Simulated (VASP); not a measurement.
# A VASP study of ReB2 (r2SCAN + rVV10): structure first, properties next, part 7 of 7

Aim: relax ReB2, then compute properties on the relaxed cell. The start is a cell from a database of measured crystal structures.

VASP 6.6.1; r2SCAN with rVV10; plane waves and PAW (Re, B).

So far. Step 12 (Volume scan with r2SCAN + rVV10 (run 7)): The pressure falls from -13.26 to -18.94 GPa. The parabola predicted -18.80 GPa, +0.14 GPa off. Step 14 (Fit for r2SCAN + rVV10): The fit over cells of fixed shape and fractional positions puts the volume +0.00 % from the relaxed one. The relaxed cell has a = 2.902, c = 7.480 Å (conventional setting).

### Step 16. Band structure (r2SCAN + rVV10) with a changed input

Levels along the symmetry lines show where the bands peak and cross; KPOINTS_OPT computes them in the converged potential. Some settings are moved from the usual, to see what they do.

The input, INCAR:

```
SYSTEM = ReB2
PREC = Low
ENCUT = 420
EDIFF = 1E-06
NELM = 100
ISMEAR = 1
SIGMA = 0.1
LREAL = .FALSE.
ALGO = Normal
METAGGA = R2SCAN
LUSE_VDW = .TRUE.
IVDW_NL = 2
BPARAM = 11.95
CPARAM = 0.0093
LASPH = .TRUE.
NBANDS = 29
LORBIT = 11
LWAVE = .FALSE.
LCHARG = .FALSE.
KPAR = 4
```

The input, POSCAR:

```
ReB2
1.0
    2.9017840246      0.0000000000      0.0000000000
   -1.4508920123      2.5130186816      0.0000000000
    0.0000000000      0.0000000000      7.4800785083
Re B
2 4
Direct
    0.3333333333      0.6666666667      0.2500000000
    0.6666666667      0.3333333333      0.7500000000
    0.3333333333      0.6666666667      0.5480082846
    0.6666666667      0.3333333333      0.0480082846
    0.3333333333      0.6666666667      0.9519917154
    0.6666666667      0.3333333333      0.4519917154
```

The input, KPOINTS:

```
Automatic mesh
0
Gamma
8 8 3
0 0 0
```

The input, KPOINTS_OPT:

```
Line mode
16
Line-mode
Reciprocal
  0.00000000   0.00000000   0.00000000 GAMMA
  0.50000000   0.00000000   0.00000000 M

  0.50000000   0.00000000   0.00000000 M
  0.33333333   0.33333333   0.00000000 K

  0.33333333   0.33333333   0.00000000 K
  0.00000000   0.00000000   0.00000000 GAMMA

  0.00000000   0.00000000   0.00000000 GAMMA
  0.00000000   0.00000000   0.50000000 A

  0.00000000   0.00000000   0.50000000 A
  0.50000000   0.00000000   0.50000000 L

  0.50000000   0.00000000   0.50000000 L
  0.33333333   0.33333333   0.50000000 H

  0.33333333   0.33333333   0.50000000 H
  0.00000000   0.00000000   0.50000000 A

  0.50000000   0.00000000   0.50000000 L
  0.50000000   0.00000000   0.00000000 M

  0.33333333   0.33333333   0.00000000 K
  0.33333333   0.33333333   0.50000000 H
```

Potentials, in the order of the species: Re and B (PBE family, release 64).

Run with:

```console
mpirun -np 4 vasp_std
```

The program printed:

```text
[... set-up lines as in an earlier step ...]
 entering main loop
       N       E                     dE             d eps       ncg     rms          rms(c)
Total rVV10 correction in eV:      0.2851865    35.8663179
Total rVV10 correction in eV:      0.2851865    35.8663179
Total rVV10 correction in eV:      0.2851865    35.8663179
Total rVV10 correction in eV:      0.2851865    35.8663179
DAV:   1    -0.408913930473E+02   -0.40891E+02   -0.11045E+04  2320   0.947E+02
DAV:   2    -0.141313265681E+03   -0.10042E+03   -0.93394E+02  2059   0.276E+02
DAV:   3    -0.144191668051E+03   -0.28784E+01   -0.28538E+01  2064   0.465E+01
DAV:   4    -0.144216279316E+03   -0.24611E-01   -0.24573E-01  1974   0.438E+00
DAV:   5    -0.144216734383E+03   -0.45507E-03   -0.45490E-03  1944   0.942E-01    0.584E+01
Total rVV10 correction in eV:      0.2664767    35.8663298
Total rVV10 correction in eV:      0.2664767    35.8663298
Total rVV10 correction in eV:      0.2664767    35.8663298
Total rVV10 correction in eV:      0.2664767    35.8663298
DAV:   6    -0.136774509224E+03    0.74422E+01   -0.13265E+01  2088   0.630E+01    0.103E+01
Total rVV10 correction in eV:      0.2671851    35.8663240
Total rVV10 correction in eV:      0.2671851    35.8663240
Total rVV10 correction in eV:      0.2671851    35.8663240
Total rVV10 correction in eV:      0.2671851    35.8663240
DAV:   7    -0.136674899939E+03    0.99609E-01   -0.15496E+00  2072   0.191E+01    0.133E+01
Total rVV10 correction in eV:      0.2660085    35.8663245
Total rVV10 correction in eV:      0.2660085    35.8663245
Total rVV10 correction in eV:      0.2660085    35.8663245
Total rVV10 correction in eV:      0.2660085    35.8663245
DAV:   8    -0.136642498778E+03    0.32401E-01   -0.12812E-01  2016   0.254E+00    0.129E+00
Total rVV10 correction in eV:      0.2657929    35.8663241
Total rVV10 correction in eV:      0.2657929    35.8663241
Total rVV10 correction in eV:      0.2657929    35.8663241
Total rVV10 correction in eV:      0.2657929    35.8663241
DAV:   9    -0.136632924102E+03    0.95747E-02   -0.94849E-03  1904   0.137E+00    0.443E-01
Total rVV10 correction in eV:      0.2659260    35.8663241
Total rVV10 correction in eV:      0.2659260    35.8663241
Total rVV10 correction in eV:      0.2659260    35.8663241
Total rVV10 correction in eV:      0.2659260    35.8663241
DAV:  10    -0.136632607687E+03    0.31642E-03   -0.79825E-04  1984   0.501E-01    0.374E-02
Total rVV10 correction in eV:      0.2659673    35.8663241
Total rVV10 correction in eV:      0.2659673    35.8663241
Total rVV10 correction in eV:      0.2659673    35.8663241
Total rVV10 correction in eV:      0.2659673    35.8663241
DAV:  11    -0.136632625824E+03   -0.18137E-04   -0.57830E-05  1912   0.515E-02    0.203E-02
Total rVV10 correction in eV:      0.2660041    35.8663241
Total rVV10 correction in eV:      0.2660041    35.8663241
Total rVV10 correction in eV:      0.2660041    35.8663241
Total rVV10 correction in eV:      0.2660041    35.8663241
DAV:  12    -0.136632624833E+03    0.99084E-06   -0.59213E-06  1800   0.470E-02
Total rVV10 correction in eV:      0.2660052    35.8663241
Total rVV10 correction in eV:      0.2660052    35.8663241
Total rVV10 correction in eV:      0.2660052    35.8663241
Total rVV10 correction in eV:      0.2660052    35.8663241
Total rVV10 correction in eV:      0.2660035    35.8663241
Total rVV10 correction in eV:      0.2660035    35.8663241
Total rVV10 correction in eV:      0.2660035    35.8663241
Total rVV10 correction in eV:      0.2660035    35.8663241
   1 F= -.13663262E+03 E0= -.13663204E+03  d E =-.176099E-02
 Start KPOINTS_OPT (optional k-point list driver)
k-point batch [1-20\144]
       N       E                     dE             ncg
DAV:   1     0.340646956567E+04   -0.77237E+04     2320
DAV:   2     0.135775692764E+04   -0.20487E+04     2040
DAV:   3     0.129898289644E+04   -0.58774E+02     2022
DAV:   4     0.129839058190E+04   -0.59231E+00     1984
DAV:   5     0.129837572880E+04   -0.14853E-01     1904
DAV:   6     0.129837503573E+04   -0.69307E-03     1928
DAV:   7     0.129837500478E+04   -0.30949E-04     1856
DAV:   8     0.129837500392E+04   -0.86201E-06     1096
[...]
k-point batch [141-144\144]
       N       E                     dE             ncg
DAV:   1     0.174879987600E+05   -0.37026E+04      464
DAV:   2     0.171057073929E+05   -0.38229E+03      400
DAV:   3     0.170941029310E+05   -0.11604E+02      400
DAV:   4     0.170939567321E+05   -0.14620E+00      416
DAV:   5     0.170939537859E+05   -0.29461E-02      400
DAV:   6     0.170939537139E+05   -0.72071E-04      408
DAV:   7     0.170939537113E+05   -0.26104E-05      320
DAV:   8     0.170939537112E+05   -0.54595E-07      256
```

The job ended after 41 s (4 MPI ranks of Intel Xeon Platinum 8488C (Sapphire Rapids), shared host; peak memory 0.67 GiB).

From OUTCAR (step 16):

```text
   NELECT =      26.0000    total number of electrons

 E-fermi :   8.0246

 k-point     1 :       0.0000    0.0000    0.0000
  band No.  band energies     occupation
    ...
      8       5.1891      2.00000
      9       5.5283      2.00000
     10       5.5284      2.00000
     11       5.7015      2.00000
     12       5.7015      2.00000
     13       8.1015      0.03687
     14       8.1015      0.03667
     15      10.5136      0.00000
     16      10.5136      0.00000
     17      12.1781      0.00000
    ...

  Total        0.0344635      0.0344635     -0.0327533      0.0000000     -0.0000000      0.0000000
  in kB        1.0122859      1.0122859     -0.9620524      0.0000000     -0.0000000      0.0000000
  external PRESSURE =       0.3541731 kB  Pullay stress =       0.0000000 kB

 POSITION                                       TOTAL-FORCE (eV/Angst)
 -----------------------------------------------------------------------------------
     -0.00000      1.67535      1.87002         0.000000     -0.000000      0.000000
      1.45089      0.83767      5.61006        -0.000000      0.000000      0.000000
     -0.00000      1.67535      4.09914         0.000000      0.000000     -0.001844
      1.45089      0.83767      0.35911        -0.000000     -0.000000     -0.001844
     -0.00000      1.67535      7.12097         0.000000      0.000000      0.001844
      1.45089      0.83767      3.38093        -0.000000     -0.000000      0.001844
 -----------------------------------------------------------------------------------
    total drift:                               -0.000000      0.000000     -0.000000

  FREE ENERGIE OF THE ION-ELECTRON SYSTEM (eV)
  ---------------------------------------------------
  free  energy   TOTEN  =      -136.6326248330 eV

  energy  without entropy=     -136.6308638400  energy(sigma->0) =     -136.63203784

[... 8 parts as in an earlier step ...]

[... 9 further parts left out ...]
```

The run converged, and its energy and pressure stay near those of the sound run.

Against the sound run on this cell (bands along the symmetry lines (r2SCAN + rVV10)) the energy at zero smearing moves by -2.0 meV an atom and the pressure by +0.04 GPa.

Settings moved from the usual: PREC = Low, ISMEAR = 1 and SIGMA = 0.1.

PREC = Low changes the FFT grids.

### Step 17. Results

- relaxed volume: 9.091 Å³/atom
- relaxed conventional cell a, b, c: 2.902, 2.902, 7.480 Å; angles 90.0, 90.0, 120.0°
- space group after relaxing, within 0.02 Å: P6_3/mmc (No. 194)
- band gap: none, a metal
- DOS at the Fermi level: 1.18 states/eV/cell
- bulk modulus from the fit: 366 GPa
- volume from the fit: 9.09 Å³/atom

**Reading.** With r2SCAN + rVV10, ReB2 relaxes to 9.091 Å³/atom in space group P6_3/mmc (held by the symmetry of the run), comes out as a metal and has a bulk modulus of 366 GPa at fixed shape and positions, an upper bound. Against the listed cell the volume lies +0.2 % (a +0.1 %, c under 0.05 %). Bands along the symmetry lines (r2SCAN + rVV10): Of the bands kept, 2 cross the Fermi level on this path. Spin-orbit coupling is left out, and with elements this heavy it would split and shift bands near the Fermi level. The k-sampling is coarse for a metal, so the Fermi level, pressures and the shape of the cell carry errors. No search among competing phases was made, and a listed structure need not be the one stable at ambient conditions. All values are for a static lattice at zero temperature.

[Lines on the potential files, build, host, timing and source positions are cut from VASP's logs without a mark.]

[Logs are printed without paths, hosts, clocks, repeated set-up lines and the standing remarks that a program may print on its own settings, such as how far it seeks lower states.]

[Hosts, paths, dates, database ids (printed as entryN), source tags and the programs' standing remarks are cut or masked in the printed files.]

[A measured line is paired with the nearest computed mode of its activity, which favours agreement.]

[In band tables of VASP the shares of atoms and orbitals are scaled to a sum of 1 inside the atoms' spheres.]
